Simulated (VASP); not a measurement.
```
CELL_PARAMETERS angstrom
      0.00000     2.93260     2.93260
      2.93260     0.00000     2.93260
      2.93260     2.93260     0.00000
ATOMIC_POSITIONS crystal
  Li 0.75000 0.75000 0.75000
  Li 0.25000 0.25000 0.25000
  Se 0.00000 0.00000 0.00000
```

These are PBE GGA, VASP's PBE PAW potentials (set 64) (plane waves; VASP) values and carry that method's errors. Settings: 400 eV cut-off, 10×10×10 Γ-centred mesh, Fermi-Dirac smearing of 0.050 eV, potentials Li_sv Se.

Q: Give the energies of bands 4 to 9 at the high-symmetry points, in eV from the valence-band maximum.

A: 
| band | Γ | X | U | L | W |
|---|---|---|---|---|---|
| 4 | 0.00 | -2.40 | -2.28 | -3.12 | -2.03 |
| 5 | 0.00 | -1.59 | -2.19 | -0.58 | -2.03 |
| 6 | 0.00 | -1.59 | -1.30 | -0.58 | -1.95 |
| 7 | 3.77 | 2.90 | 4.13 | 5.55 | 5.23 |
| 8 | 5.63 | 6.53 | 7.63 | 5.97 | 6.58 |
| 9 | 5.63 | 10.78 | 8.81 | 5.97 | 8.42 |

The gap is indirect, 2.89 eV, from the valence maximum at Γ to the conduction minimum at X.

The structure comes from a computed database's Li2Se entry; how it stands against other phases isn't given here. The cell was not relaxed at this level.
